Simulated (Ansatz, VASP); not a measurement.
**Cross-check of Al38P12O87 (glassy 76Al2O3-24P2O5 (mol %)) between VASP and Ansatz**

One calculation is typed for both programs; each brings its own data sets. How far apart do they land? Of the first pair: The structure shown is the start of the Ansatz relaxation below; VASP solves that cell, so the two are compared at the walk's first step.

Method: plane waves, with VASP 6.6.1 beside it; single point at PBE, in Ansatz 0.2.0.

## Step 1: Set-up

The cell holds 137 atoms: 38 Al, 12 P and 87 O. Cell: a = 11.638 Å, b = 11.638 Å, c = 11.638 Å, α = 90.0°, β = 90.0°, γ = 90.0°. As first built, before any earlier steps moved the atoms (in the runner's words): 137 atoms (38 Al, 12 P, 87 O) placed at random at 2.77 g/cm^3, melted at 4000 K for 10 ps at fixed volume with the Morse and Coulomb pair potential with partial charges (Pedone, Malavasi, Menziani, Cormack and Segre, J. Phys. Chem. B 110, 11780 (2006)). Quenched from 4000 K to 300 K at 50 K/ps and fixed volume, held 10 ps at zero pressure.

## Step 2: Ansatz: relaxation, PBE

Ansatz runs on its default PAW (the set named soft_2) files.

The two programs are compared at the cell with which this relaxation starts, whose forces are those of its first step.

Input file input.yaml:

```yaml
crystal:
  lattice:
    - [11.63754, 0.0, 0.0]
    - [0.0, 11.63754, 0.0]
    - [0.0, 0.0, 11.63754]
  atoms:
    - { symbol: Al, position: [0.68525, 0.09248, 0.43801] }
    - { symbol: Al, position: [0.89465, 0.01485, 0.57772] }
    - { symbol: Al, position: [0.09103, 0.4076, 0.34848] }
    - { symbol: Al, position: [0.60936, 0.33222, 0.5407] }
    - { symbol: Al, position: [0.83042, 0.4798, 0.57071] }
    - { symbol: Al, position: [0.09508, 0.09237, 0.14298] }
    - { symbol: Al, position: [0.11238, 0.03036, 0.72269] }
    - { symbol: Al, position: [0.1297, 0.23331, 0.52452] }
    - { symbol: Al, position: [0.89567, 0.45574, 0.02079] }
    - { symbol: Al, position: [0.54104, 0.98312, 0.92344] }
    - { symbol: Al, position: [0.2931, 0.84774, 0.27704] }
    - { symbol: Al, position: [0.50688, 0.21503, 0.32634] }
    - { symbol: Al, position: [0.88496, 0.71022, 0.1482] }
    - { symbol: Al, position: [0.03196, 0.86196, 0.00964] }
    - { symbol: Al, position: [0.32008, 0.08185, 0.59667] }
    - { symbol: Al, position: [0.48884, 0.41737, 0.78433] }
    - { symbol: Al, position: [0.295, 0.1447, 0.33126] }
    - { symbol: Al, position: [0.72444, 0.86329, 0.44756] }
    - { symbol: Al, position: [0.34978, 0.23492, 0.93961] }
    - { symbol: Al, position: [0.1259, 0.26332, 0.86004] }
    - { symbol: Al, position: [0.3765, 0.74236, 0.62674] }
    - { symbol: Al, position: [0.88404, 0.65594, 0.88251] }
    - { symbol: Al, position: [0.21634, 0.01256, 0.92339] }
    - { symbol: Al, position: [0.12717, 0.33196, 0.09434] }
    - { symbol: Al, position: [0.5039, 0.1952, 0.75638] }
    - { symbol: Al, position: [0.73005, 0.86666, 0.73873] }
    - { symbol: Al, position: [0.80258, 0.00479, 0.96906] }
    - { symbol: Al, position: [0.9947, 0.8486, 0.7921] }
    - { symbol: Al, position: [0.86433, 0.25827, 0.60847] }
    - { symbol: Al, position: [0.07944, 0.59344, 0.97335] }
[... 101 atom lines left out ...]
    - { symbol: O, position: [0.68778, 0.94389, 0.87675] }
    - { symbol: O, position: [0.53507, 0.12377, 0.87379] }
    - { symbol: O, position: [0.95606, 0.83126, 0.12869] }
    - { symbol: O, position: [0.10381, 0.57686, 0.63275] }
    - { symbol: O, position: [0.20302, 0.59102, 0.89084] }
    - { symbol: O, position: [0.82301, 0.35857, 0.92319] }
kpoints:
  mp_grid: { grid: [1, 1, 1] }
hamiltonian:
  xc: pbe
scf:
  occupations: { method: fixed }
output:
  forces: true
relax:
  f_tol: 0.05
  max_steps: 150
  cell: {}
```

Command:

```
ansatz run input.yaml --threads 4 --pin off --max-ram 8192MiB --backend cpu --events-out ev --progress --plain --runs-dir out
```

Numbers of over 12 decimals in the logs are rounded to 6 here.

The log of the run:

```text
Engine: ansatz 0.2.0, x86_64-unknown-linux-gnu
Pseudopotentials: kind: paw
Pseudopotential: Al, paw, valence charge 3, recommended cutoff 420 eV (normal), Al.paw.azcp
Pseudopotential: P, paw, valence charge 5, recommended cutoff 420 eV (normal), P.paw.azcp
Pseudopotential: O, paw, valence charge 6, recommended cutoff 420 eV (normal), O.paw.azcp
Functional definition: PBE
  parameter kappa = 0.804
  parameter beta = 0.066725
  exchange = pbe_x(kappa = kappa, mu = beta*pi^2/3)
  correlation = pbe_c(beta = beta)
Crystal: 137 atoms, lattice volume = 1576.099 Å³
Basis set: ecut = 420 eV, 31031 PW (Γ), exchange–correlation on 160×160×160 points (8 copies of the dense FFT grid, shifted against one another)
Bands: 485, of which v1, the nominal top of the filled ones, is band 348 counted from 1 (347 counted from 0)
Symmetry: 1 space group operations
Space group: P1 (ITA 1), of the structure as read, at distance tolerance 1.2e-4 Å
k-points: 1
Non-local potential: Al, projectors of the file, l = 0: 2, l = 1: 2, l = 2: 1
Non-local potential: P, projectors of the file, l = 0: 2, l = 1: 2, l = 2: 2
Non-local potential: O, projectors of the file, l = 0: 2, l = 1: 2, l = 2: 1
PAW form: soft (Blöchl's): semilocal exchange-correlation on the pseudo side does not see the compensation charge
PAW one-centre angular grid: Al, 110 points (default); XC on 64 Gauss nodes
PAW one-centre angular grid: P, 110 points (default); XC on 64 Gauss nodes
PAW one-centre angular grid: O, 110 points (default); XC on 64 Gauss nodes
Initial density: superposition of atomic densities (neutral atoms: chi_scale 0, normalization atom), corrected by the library's trained network
Initial wavefunctions: pseudopotential atomic-orbital guess
Functional: x = pbe(κ = 0.804, μ = 0.219515), c = pbe(β = 0.066725)
SCF iter   1: F=—  HF=-78997.969495 eV  |F-HF|=—  |Δ(HF+E_count)|=         —  Δρ=2.66e-3  dr2=1.73e-1  ethr=1.77e-3  ⟨swp⟩=6.0  Hψ=1713  notcnv=0  defer=134
preconditioner: auto → Resta (q_TF=auto, 2.381 Å⁻¹)  ε∞=3.2  [insulator: Δε(μ)=3.483 eV  Ē_g=16.500 eV  n_scr=364 (ndim 8)  ℏωp=24.7 eV  f_vac=0.085  ε∞_Penn≈3.2]
SCF iter   2: F=—  HF=-78997.921732 eV  |F-HF|=—  |Δ(HF+E_count)|=   4.78e-2  Δρ=1.43e-3  dr2=3.70e-2  ethr=2.48e-5  ⟨swp⟩=4.0  Hψ=759  notcnv=0  defer=135
SCF iter   3: F=—  HF=-78997.924224 eV  |F-HF|=—  |Δ(HF+E_count)|=   2.49e-3  Δρ=5.90e-4  dr2=8.95e-3  ethr=5.32e-6  ⟨swp⟩=3.0  Hψ=707  notcnv=0  defer=106
automatic band count: iteration 3 solves 456 bands in place of 485: the levels show a gap, and the empty bands left out lie too high to hold charge; the band table lists the bands solved (type scf.n_extra_bands for more)
SCF iter   4: F=—  HF=-78997.923861 eV  |F-HF|=—  |Δ(HF+E_count)|=   3.62e-4  Δρ=1.88e-4  dr2=7.44e-4  ethr=1.29e-6  ⟨swp⟩=3.0  Hψ=613  notcnv=0  defer=106
SCF iter   5: F=—  HF=-78997.923918 eV  |F-HF|=—  |Δ(HF+E_count)|=   5.66e-5  Δρ=1.14e-4  dr2=1.75e-4  ethr=1.07e-7  ⟨swp⟩=3.0  Hψ=711  notcnv=0  defer=106
SCF iter   6: F=—  HF=-78997.923914 eV  |F-HF|=—  |Δ(HF+E_count)|=   3.61e-6  Δρ=4.71e-5  dr2=2.97e-5  ethr=2.51e-8  ⟨swp⟩=2.0  Hψ=703  notcnv=0  defer=104
SCF iter   7: F=—  HF=-78997.923771 eV  |F-HF|=—  |Δ(HF+E_count)|=   1.43e-4  Δρ=1.36e-5  dr2=3.21e-6  ethr=4.27e-9  ⟨swp⟩=3.0  Hψ=948  notcnv=0  defer=104
SCF iter   8: F=—  HF=-78997.923773 eV  |F-HF|=—  |Δ(HF+E_count)|=   2.20e-6  Δρ=7.79e-6  dr2=8.04e-7  ethr=4.62e-10  ⟨swp⟩=3.0  Hψ=704  notcnv=0  defer=105
SCF iter   9: F=-78997.923773 eV  HF=-78997.923773 eV  |F-HF|=2.83e-8  |Δ(HF+E_count)|=   1.06e-7  Δρ=2.36e-6  dr2=8.26e-8  ethr=1.44e-11  ⟨swp⟩=4.0  Hψ=1774  notcnv=0
SCF 1 converged in 9 iterations: F = -78997.923773 eV  dr2 = 8.26e-8
  greatest PAW one-centre occupation: 0.870 electrons in one spin orbital (limit 2), on the O atom at site 75 (counted from 0), in its partial waves of l = 0
relax step   1: F+E_penalty+E_count = -78997.92377333 eV  Δ(F+E_penalty+E_count) = +0.000e0 eV  max|allowed force component| = 3.937e0 eV/Å  Δτ_max = 0.0000 Å  P = +9.293 GPa  Ω = 1576.099 Å³  (9 SCF iters, dr2 threshold 1.00e-7 eV, accepted)
Crystal: 137 atoms, lattice volume = 1618.851 Å³
Basis set: ecut = 420 eV, 31597 PW (Γ), exchange–correlation on 160×160×160 points (8 copies of the dense FFT grid, shifted against one another)
Initial density: handed on by an earlier stage of this run
Initial wavefunctions: those handed on with the density
iter 1 solved again at ethr=2.42e-4 eV; its pass at ethr=3.10e-3 eV (dr2=1.68e0 eV) is discarded
SCF iter   1: F=—  HF=-79004.111312 eV  |F-HF|=—  |Δ(HF+E_count)|=         —  Δρ=1.17e-2  dr2=1.70e0  ethr=2.42e-4  ⟨swp⟩=2.0  Hψ=1647  notcnv=0  defer=106
automatic band count: iteration 1 solves 456 bands in place of 485: the levels show a gap, and the empty bands left out lie too high to hold charge; the band table lists the bands solved (type scf.n_extra_bands for more)
[...]
- { symbol: Al, position: [0.857372, 0.038519, 0.245545] }
    - { symbol: Al, position: [0.284702, 0.338750, 0.686004] }
    - { symbol: Al, position: [0.043484, 0.478323, 0.722949] }
    - { symbol: Al, position: [0.402116, 0.019965, 0.121546] }
    - { symbol: Al, position: [0.607811, 0.449964, 0.237866] }
    - { symbol: Al, position: [0.341557, 0.393323, 0.296980] }
    - { symbol: Al, position: [0.645539, 0.110075, 0.133993] }
    - { symbol: Al, position: [0.433792, 0.785567, 0.038082] }
    - { symbol: P, position: [0.207744, 0.602618, 0.214621] }
    - { symbol: P, position: [0.091642, 0.698712, 0.588857] }
    - { symbol: P, position: [0.903387, 0.674423, 0.417731] }
    - { symbol: P, position: [0.679092, 0.629392, 0.746617] }
    - { symbol: P, position: [0.629103, 0.708045, 0.221974] }
    - { symbol: P, position: [0.080654, -0.0043212, 0.388838] }
    - { symbol: P, position: [0.566279, 0.337530, 0.021694] }
    - { symbol: P, position: [0.862427, 0.259733, 0.864049] }
    - { symbol: P, position: [0.849219, 0.328231, 0.249243] }
    - { symbol: P, position: [0.440882, 0.912958, 0.464175] }
    - { symbol: P, position: [0.415836, 0.500097, 0.523804] }
    - { symbol: P, position: [0.326261, 0.616355, 0.866373] }
    - { symbol: O, position: [0.618394, 0.590897, 0.283259] }
    - { symbol: O, position: [0.641881, 0.801691, 0.309997] }
    - { symbol: O, position: [0.372413, 0.279191, 0.798391] }
    - { symbol: O, position: [0.819239, 0.768384, 0.448519] }
    - { symbol: O, position: [0.058190, 0.432786, 0.027346] }
    - { symbol: O, position: [0.857259, 0.791635, 0.793107] }
    - { symbol: O, position: [0.548222, 0.017460, 0.075425] }
    - { symbol: O, position: [0.011067, 0.021417, 0.265695] }
    - { symbol: O, position: [0.731505, 0.703803, 0.146600] }
    - { symbol: O, position: [0.822042, 0.164800, 0.939472] }
    - { symbol: O, position: [0.357600, 0.676463, 0.976008] }
    - { symbol: O, position: [0.989920, 0.977225, 0.471361] }
    - { symbol: O, position: [0.199445, 0.016941, 0.616434] }
    - { symbol: O, position: [0.130277, 0.925558, 0.823849] }
    - { symbol: O, position: [0.429143, 0.106766, 0.241088] }
    - { symbol: O, position: [0.241977, 0.026129, 0.231343] }
    - { symbol: O, position: [0.421306, 0.628210, 0.543957] }
    - { symbol: O, position: [0.737940, 0.380540, 0.290828] }
    - { symbol: O, position: [0.951470, 0.377275, 0.307737] }
    - { symbol: O, position: [0.374457, 0.445654, 0.638205] }
    - { symbol: O, position: [0.155667, 0.373322, 0.751169] }
    - { symbol: O, position: [0.986495, 0.548543, 0.841571] }
    - { symbol: O, position: [0.035257, 0.771709, 0.674574] }
    - { symbol: O, position: [0.857097, 0.348750, 0.123033] }
[...]
- { symbol: O, position: [0.581086, 0.364216, 0.897293] }
    - { symbol: O, position: [0.579720, 0.551596, 0.739240] }
    - { symbol: O, position: [0.694320, 0.963679, 0.866230] }
    - { symbol: O, position: [0.500411, 0.126882, 0.886066] }
    - { symbol: O, position: [0.936068, 0.827883, 0.136309] }
    - { symbol: O, position: [0.095641, 0.571892, 0.622573] }
    - { symbol: O, position: [0.202973, 0.582049, 0.872606] }
    - { symbol: O, position: [0.827782, 0.379314, 0.906472] }
```

In the SCF lines HF is the Harris–Foulkes energy and dr2 the Hartree energy of the density residual, in eV; the loop may stop once dr2 is under the threshold and the program's other checks hold. Hψ counts applications of the Hamiltonian.

## Step 3: VASP: single point, PBE, start cell, pair 1

The same cell, functional and mesh now go to VASP, with its own data sets.

Lines of VASP's logs that name or quote its potential files are left out, and so is its time.

Input file INCAR:

```
SYSTEM = Al38P12O87
PREC = Accurate
ENCUT = 520
EDIFF = 1E-06
NELM = 120
ISMEAR = 0
SIGMA = 0.01
LREAL = Auto
ALGO = Normal
GGA = PE
NBANDS = 443
LORBIT = 11
LWAVE = .FALSE.
LCHARG = .FALSE.
ISIF = 2
LASPH = .TRUE.
GGA_COMPAT = .FALSE.
EFERMI = MIDGAP
```

Input file POSCAR:

```
Al38P12O87
1.0
   11.6375400000      0.0000000000      0.0000000000
    0.0000000000     11.6375400000      0.0000000000
    0.0000000000      0.0000000000     11.6375400000
Al P O
38 12 87
Direct
    0.6852479132      0.0924765887      0.4380135321
    0.8946478379      0.0148484989      0.5777165965
    0.0910329846      0.4076033251      0.3484843017
    0.6093641783      0.3322179773      0.5406984638
    0.8304160501      0.4798007139      0.5707133982
    0.0950802317      0.0923734741      0.1429769522
    0.1123777018      0.0303586497      0.7226870971
    0.1297009505      0.2333139134      0.5245180683
    0.8956703908      0.4557406462      0.0207861799
    0.5410421790      0.9831201439      0.9234425832
    0.2931031816      0.8477392989      0.2770430864
    0.5068768829      0.2150282620      0.3263404465
    0.8849636607      0.7102188263      0.1482014240
    0.0319569256      0.8619605174      0.0096412128
    0.3200762360      0.0818471945      0.5966724926
    0.4888404250      0.4173734312      0.7843324276
    0.2950022084      0.1447041213      0.3312641675
    0.7244400449      0.8632924140      0.4475602232
    0.3497818267      0.2349207822      0.9396057930
    0.1259028970      0.2633202550      0.8600357120
    0.3764970947      0.7423562024      0.6267389844
    0.8840442224      0.6559375951      0.8825060966
    0.2163429728      0.0125627925      0.9233910259
    0.1271660506      0.3319601909      0.0943412439
    0.5039037460      0.1951958919      0.7563797847
    0.7300511964      0.8666608235      0.7387300065
    0.8025837076      0.0047862349      0.9690621901
    0.9947033480      0.8485985870      0.7921003924
    0.8643321527      0.2582676408      0.6084705187
    0.0794411877      0.5934415693      0.9733500379
[... 101 atom lines left out ...]
    0.6877828132      0.9438936408      0.8767488662
    0.5350701265      0.1237718624      0.8737929150
    0.9560611607      0.8312581525      0.1286869905
    0.1038105991      0.5768573083      0.6327540013
    0.2030240068      0.5910183767      0.8908411915
    0.8230089864      0.3585723443      0.9231933897
```

Input file KPOINTS:

```
Automatic mesh
0
Gamma
1 1 1
0 0 0
```

The projector-augmented-wave data sets are Al, P and O (PBE family, release 64).

Command:

```
export OMP_NUM_THREADS=3
mpirun -np 1 vasp_gam
```

The log of the run:

```text
[banner, memory and clock lines left out]
running    1 mpi-ranks, on    1 nodes
[...]
Offloading initialized ...    1 GPUs detected
[...]
LDA part: xc-table for (Slater+PW92), standard interpolation
 POSCAR, INCAR and KPOINTS ok, starting setup
[...]
entering main loop
       N       E                     dE             d eps       ncg     rms          rms(c)
DAV:   1     0.628748716966E+04    0.62875E+04   -0.41789E+05   902   0.156E+03
DAV:   2    -0.613752866070E+03   -0.69012E+04   -0.66835E+04  1089   0.379E+02
DAV:   3    -0.113704864371E+04   -0.52330E+03   -0.51973E+03  1044   0.111E+02
DAV:   4    -0.114719506240E+04   -0.10146E+02   -0.10105E+02  1052   0.167E+01
[...]
DAV:  17    -0.994711527729E+03    0.20732E-04   -0.30480E-04  1060   0.458E-02    0.289E-02
DAV:  18    -0.994711521437E+03    0.62924E-05   -0.93115E-05  1028   0.208E-02    0.132E-02
DAV:  19    -0.994711522290E+03   -0.85317E-06   -0.92439E-06  1020   0.543E-03
   1 F= -.99471152E+03 E0= -.99471152E+03  d E =0.000000E+00
```

OUTCAR, selected parts (step 3):

```text
  Total       74.7631361    101.8479603     85.9574674     15.2388381     -8.9311896     -2.9286374
  in kB       76.0001645    103.5331334     87.3797169     15.4909794     -9.0789647     -2.9770945
  external PRESSURE =      88.9710049 kB  Pullay stress =       0.0000000 kB

 POSITION                                       TOTAL-FORCE (eV/Angst)
 -----------------------------------------------------------------------------------
      7.97460      1.07620      5.09740        -1.700131      0.771501     -2.551710
[...]
0.62340      8.98580      7.75540        -1.113210      1.749127      1.108238
      9.94790      4.51540      1.73390         0.328085     -0.464143     -0.360099
      7.06930      5.08680      1.01640         0.150027      0.595385      0.358493
      4.04060      5.74110      4.65510        -0.693502      0.810707     -0.431674
      8.68450      6.62530      7.59790         0.358949      0.217380     -0.820190
      1.53520      4.22090      5.49860         0.864599      1.366580      1.994576
      6.72300      2.47100      5.33210         0.694496     -0.628300      1.149468
     11.43250      2.88090      9.96120         1.419731     -0.219628     -0.440861
     10.92600      4.74450      7.52870        -2.209616     -1.671282     -1.755075
      5.11800     10.00100      6.55240         0.258850      0.067536      0.948227
      9.28130      1.45960      6.11880         1.521827      1.067124      1.690504
      2.49610      3.38850     11.31630         0.532882      0.991599      1.026175
[...]
-----------------------------------------------------------------------------------
    total drift:                                0.018247      0.040247      0.016680

  FREE ENERGIE OF THE ION-ELECTRON SYSTEM (eV)
  ---------------------------------------------------
  free  energy   TOTEN  =      -994.7115222901 eV

  energy  without entropy=     -994.7115222901  energy(sigma->0) =     -994.71152229

[... 3 further parts left out ...]
[key lines of the parts left out:]
E-fermi :   5.3340
```

The run ends at a pressure of 8.90 GPa, with forces up to 4.0 eV/Å.

## Step 4: Comparison

Known differences besides the potentials themselves: fixed occupations in Ansatz, narrow Gaussian smearing in VASP; the cutoff is 420 eV in Ansatz and 520 eV in VASP (PREC = Accurate, projectors in real space). Total energies have different zeros and are not compared.

Forces on 10 of the 137 atoms, those with the largest forces and the largest differences (eV/Å; atoms numbered as in POSCAR):

| atom | Ansatz x, y, z | VASP x, y, z |
| --- | --- | --- |
| Al3 | -0.272, 0.181, -3.838 | -0.293, 0.222, -3.879 |
| Al9 | 0.225, -3.937, -0.283 | 0.187, -3.983, -0.280 |
| Al25 | -0.278, -2.701, -1.890 | -0.286, -2.670, -1.921 |
| P40 | 0.639, -2.061, 3.114 | 0.588, -2.000, 3.094 |
| O58 | -3.358, 0.239, -2.226 | -3.301, 0.226, -2.143 |
| O62 | -1.111, -0.912, 1.799 | -0.983, -0.841, 1.690 |
| O80 | 1.593, -0.222, -0.460 | 1.420, -0.220, -0.441 |
| O81 | -2.186, -1.645, -1.737 | -2.210, -1.671, -1.755 |
| O105 | -0.684, 3.026, 0.545 | -0.682, 3.076, 0.554 |
| O108 | 0.490, 0.762, 0.596 | 0.406, 0.633, 0.517 |

The forces differ by 44 meV/Å r.m.s., which is 4.2 % of the r.m.s. force of 1.061 eV/Å (both taken over all components).

## Step 5: Ansatz: relaxation, PBE

This run makes the geometry at which the two programs are then compared. The cell compared in this pair holds 1667.80 Å³, against 1576.10 Å³ for the pair before.

The structure compared here is the end of the Ansatz relaxation.

input.yaml is that of step 2.

Command:

```
ansatz run input.yaml --threads 4 --pin off --max-ram 8192MiB --backend cpu --events-out ev --progress --plain --runs-dir out
```

The log of the run:

```text
[...]
Crystal: 137 atoms, lattice volume = 1576.099 Å³
Basis set: ecut = 420 eV, 31031 PW (Γ), exchange–correlation on 160×160×160 points (8 copies of the dense FFT grid, shifted against one another)
Bands: 485, of which v1, the nominal top of the filled ones, is band 348 counted from 1 (347 counted from 0)
Symmetry: 1 space group operations
[...]
k-points: 1
[...]
- { symbol: O, position: [0.641881, 0.801691, 0.309997] }
    - { symbol: O, position: [0.372413, 0.279191, 0.798391] }
    - { symbol: O, position: [0.819239, 0.768384, 0.448519] }
    - { symbol: O, position: [0.058190, 0.432786, 0.027346] }
    - { symbol: O, position: [0.857259, 0.791635, 0.793107] }
    - { symbol: O, position: [0.548222, 0.017460, 0.075425] }
    - { symbol: O, position: [0.011067, 0.021417, 0.265695] }
[...]
- { symbol: O, position: [0.936068, 0.827883, 0.136309] }
    - { symbol: O, position: [0.095641, 0.571892, 0.622573] }
    - { symbol: O, position: [0.202973, 0.582049, 0.872606] }
    - { symbol: O, position: [0.827782, 0.379314, 0.906472] }
```

(Part 1 of 2 ends here.)

[Lines on the potential files, build, host, timing and source positions are cut from VASP's logs without a mark.]

[Logs are printed without paths, hosts, clocks, repeated set-up lines and the standing remarks that a program may print on its own settings, such as how far it seeks lower states.]

[Hosts, paths, dates, database ids (printed as entryN), source tags and the programs' standing remarks are cut or masked in the printed files.]
